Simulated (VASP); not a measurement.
Calculation: revTPSS meta-GGA, VASP's PBE PAW potentials (set 64) (plane waves; VASP).

Input for VASP

INCAR:
```
SYSTEM = NiAl
PREC = Accurate
ENCUT = 520
EDIFF = 1E-6
NELM = 100
ALGO = Normal
LREAL = .FALSE.
LASPH = .TRUE.
ISMEAR = 1
SIGMA = 0.1
METAGGA = RTPSS
LMIXTAU = .TRUE.
LMAXMIX = 4
LWAVE = .FALSE.
LCHARG = .FALSE.
IBRION = 2
ISIF = 3
NSW = 60
EDIFFG = -0.01
```

**POSCAR**
```
NiAl
1.0
  2.8900000000   0.0000000000   0.0000000000
  0.0000000000   2.8900000000   0.0000000000
  0.0000000000   0.0000000000   2.8900000000
Al Ni
1 1
direct
  0.5000000000   0.5000000000   0.5000000000
  0.0000000000   0.0000000000   0.0000000000
```

File KPOINTS:
```
Regular mesh
0
gamma
 11 11 11
```

POTCAR, in this order: Al Ni (PBE.64 set). Program: vasp_std.

Output

**OSZICAR**
```
       N       E                     dE             d eps       ncg     rms          rms(c)
DAV:   1     0.838363138918E+02    0.83836E+02   -0.85409E+03  1136   0.209E+03
DAV:   2     0.163168746144E+02   -0.67519E+02   -0.64928E+02  1178   0.326E+02
DAV:   3     0.125489355379E+02   -0.37679E+01   -0.37439E+01  1418   0.102E+02
DAV:   4     0.124671609220E+02   -0.81775E-01   -0.81740E-01  1610   0.156E+01
DAV:   5     0.124652812826E+02   -0.18796E-02   -0.18795E-02  1540   0.202E+00    0.662E+00
DAV:   6    -0.130636336418E+02   -0.25529E+02   -0.75580E+01  1458   0.953E+01    0.204E+01
DAV:   7    -0.108030956191E+02    0.22605E+01   -0.28975E+00  1468   0.263E+01    0.150E+01
DAV:   8    -0.907637164381E+01    0.17267E+01   -0.33783E+00  1338   0.284E+01    0.820E+00
DAV:   9    -0.832136424615E+01    0.75501E+00   -0.44857E+00  1304   0.327E+01    0.153E+00
DAV:  10    -0.841207589157E+01   -0.90712E-01   -0.74789E-01  1476   0.119E+01    0.320E+00
DAV:  11    -0.839454986502E+01    0.17526E-01   -0.31255E-02  1170   0.186E+00    0.248E+00
DAV:  12    -0.831897706617E+01    0.75573E-01   -0.60804E-01  1232   0.138E+01    0.117E+00
DAV:  13    -0.832286991539E+01   -0.38928E-02   -0.14591E-02  1236   0.231E+00    0.480E-01
DAV:  14    -0.832358806334E+01   -0.71815E-03   -0.24266E-03  1600   0.630E-01    0.397E-01
DAV:  15    -0.832377282405E+01   -0.18476E-03   -0.41081E-04  1362   0.295E-01    0.401E-01
DAV:  16    -0.832327949172E+01    0.49333E-03   -0.47344E-03  1284   0.119E+00    0.630E-02
DAV:  17    -0.832329439079E+01   -0.14899E-04   -0.59833E-05  1206   0.742E-02    0.320E-03
DAV:  18    -0.832330141548E+01   -0.70247E-05   -0.21947E-06  1140   0.189E-02    0.442E-03
DAV:  19    -0.832330186474E+01   -0.44925E-06   -0.46918E-07   562   0.111E-02
   1 F= -.83233019E+01 E0= -.83230928E+01  d E =-.832330E+01
       N       E                     dE             d eps       ncg     rms          rms(c)
DAV:   1    -0.912178080823E+01   -0.79848E+00   -0.10216E+01  1224   0.607E+01    0.852E+00
DAV:   2    -0.100211443748E+02   -0.89936E+00   -0.29854E+01  1260   0.968E+01    0.103E+01
DAV:   3    -0.833197865287E+01    0.16892E+01   -0.10198E+01  1236   0.608E+01    0.103E+00
DAV:   4    -0.833038764279E+01    0.15910E-02   -0.10871E-01  1190   0.311E+00    0.828E-01
DAV:   5    -0.832656289971E+01    0.38247E-02   -0.88914E-03  1608   0.127E+00    0.253E-01
DAV:   6    -0.832651750339E+01    0.45396E-04   -0.63318E-03  1304   0.140E+00    0.178E-01
DAV:   7    -0.832640993137E+01    0.10757E-03   -0.46067E-03  1300   0.130E+00    0.590E-02
DAV:   8    -0.832644800164E+01   -0.38070E-04   -0.94009E-04  1300   0.598E-01    0.474E-02
DAV:   9    -0.832644641259E+01    0.15891E-05   -0.20660E-04  1244   0.275E-01    0.231E-03
DAV:  10    -0.832644689618E+01   -0.48359E-06   -0.20354E-06   954   0.212E-02
   2 F= -.83264469E+01 E0= -.83261338E+01  d E =-.314503E-02
       N       E                     dE             d eps       ncg     rms          rms(c)
DAV:   1    -0.848786758655E+01   -0.16142E+00   -0.21188E+00  1202   0.287E+01    0.359E+00
DAV:   2    -0.864521692051E+01   -0.15735E+00   -0.54075E+00  1240   0.410E+01    0.461E+00
DAV:   3    -0.834099099638E+01    0.30423E+00   -0.23430E+00  1274   0.266E+01    0.796E-01
DAV:   4    -0.833495967451E+01    0.60313E-02   -0.28136E-02  1352   0.275E+00    0.145E-01
DAV:   5    -0.833475224001E+01    0.20743E-03   -0.70855E-04  1242   0.296E-01    0.833E-02
DAV:   6    -0.833474794971E+01    0.42903E-05   -0.17079E-05  1316   0.412E-02    0.862E-02
DAV:   7    -0.833471513127E+01    0.32818E-04   -0.14907E-05  1154   0.665E-02    0.676E-02
DAV:   8    -0.833476813798E+01   -0.53007E-04   -0.25387E-04  1460   0.205E-01    0.242E-02
DAV:   9    -0.833476976347E+01   -0.16255E-05   -0.35632E-06  1032   0.241E-02    0.214E-02
DAV:  10    -0.833476969116E+01    0.72316E-07   -0.47554E-08   560   0.265E-03
   3 F= -.83347697E+01 E0= -.83345102E+01  d E =-.114678E-01
       N       E                     dE             d eps       ncg     rms          rms(c)
DAV:   1    -0.833499458960E+01   -0.22483E-03   -0.31667E-03  1210   0.109E+00    0.148E-01
DAV:   2    -0.833529731099E+01   -0.30272E-03   -0.91183E-03  1254   0.167E+00    0.187E-01
DAV:   3    -0.833476405918E+01    0.53325E-03   -0.38131E-03  1252   0.109E+00    0.273E-02
DAV:   4    -0.833475527971E+01    0.87795E-05   -0.29970E-05  1224   0.782E-02    0.231E-03
DAV:   5    -0.833475522062E+01    0.59081E-07   -0.53548E-07   606   0.953E-03
   4 F= -.83347552E+01 E0= -.83344976E+01  d E =-.114534E-01
```

File OUTCAR:
```
------------------------ aborting loop because EDIFF is reached ----------------------------------------
  FORCE on cell =-STRESS in cart. coord.  units (eV):
  Direction    XX          YY          ZZ          XY          YZ          ZX
  --------------------------------------------------------------------------------------
  Total       -0.0146216     -0.0146216     -0.0146216      0.0000000     -0.0000000      0.0000000
  in kB       -0.9992677     -0.9992677     -0.9992677      0.0000000     -0.0000000      0.0000000
  external PRESSURE =      -0.9992677 kB  Pullay stress =       0.0000000 kB
  volume of cell :       23.44
      direct lattice vectors                 reciprocal lattice vectors
     2.862035006 -0.000000000 -0.000000000     0.349401736 -0.000000000 -0.000000000
     0.000000000  2.862035006 -0.000000000     0.000000000  0.349401736 -0.000000000
     0.000000000  0.000000000  2.862035006     0.000000000  0.000000000  0.349401736
 POSITION                                       TOTAL-FORCE (eV/Angst)
 -----------------------------------------------------------------------------------
      1.43102      1.43102      1.43102        -0.000000     -0.000000      0.000000
      0.00000      0.00000      0.00000         0.000000      0.000000      0.000000
 -----------------------------------------------------------------------------------
    total drift:                               -0.000000      0.000000      0.000000
  FREE ENERGIE OF THE ION-ELECTRON SYSTEM (eV)
  ---------------------------------------------------
  free  energy   TOTEN  =        -8.3347552206 eV

  energy  without entropy=       -8.3339824831  energy(sigma->0) =       -8.33449764

 reached required accuracy - stopping structural energy minimisation
```
(Selected blocks of OUTCAR.)

File CONTCAR:
```
NiAl
   1.00000000000000
     2.8620350061114190   -0.0000000000000000   -0.0000000000000000
     0.0000000000000000    2.8620350061114190   -0.0000000000000000
     0.0000000000000000    0.0000000000000000    2.8620350061114190
  Al              Ni
     1     1
Direct
     0.5000000000000000    0.5000000000000000    0.5000000000000000
     0.0000000000000000    0.0000000000000000    0.0000000000000000
```

Energy and stress use the plane-wave basis of the starting cell.

The compound is NiAl in the CsCl type structure. This run relaxes it. Symmetry was kept, so distortions that lower it aren't found. The run is not spin-polarised, so no magnetic state was tried. The electron count is odd and the run is not spin-polarised, which forces a metal.
